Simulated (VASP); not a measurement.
```
Pt3Tc
1.0
   -1.92807     1.84943     3.89322
    1.92807    -2.00670     3.97034
    1.92807     2.00670    -3.97034
Tc Pt
1 3
Direct
  0.00000   0.00000   0.00000
  0.75000   0.25000   0.50000
  0.25000   0.75000   0.50000
  0.50000   0.50000   0.00000
```

Calculation: PBEsol GGA, VASP's PBE PAW potentials (set 64) (plane waves; VASP). Run with 480 eV cut-off, 10×10×10 Γ-centred mesh, first-order Methfessel-Paxton smearing of 0.10 eV, potentials Tc_pv Pt.

**Question.** Give the force on each atom (eV/Å).

**Answer.** 
```
atom     Fx      Fy      Fz
----  -----  ------  ------
Tc1   0.000   0.000   0.000
Pt2   0.000  -0.115  -0.010
Pt3   0.000   0.115   0.010
Pt4   0.000   0.000   0.000
```

**Question.** Give the stress tensor in GPa (positive for a compressed cell).

**Answer.** 
```
-0.06   0.00   0.00
 0.00   1.04   7.76
 0.00   7.76   1.29
```
The pressure is its mean diagonal, 0.76 GPa.

The structure comes from a computed database's TcPt3 entry (I4/mmm); how it stands against other phases isn't given here. This cell was strained or had an atom moved on purpose. The electron count is odd and the run is not spin-polarised, which forces a metal.
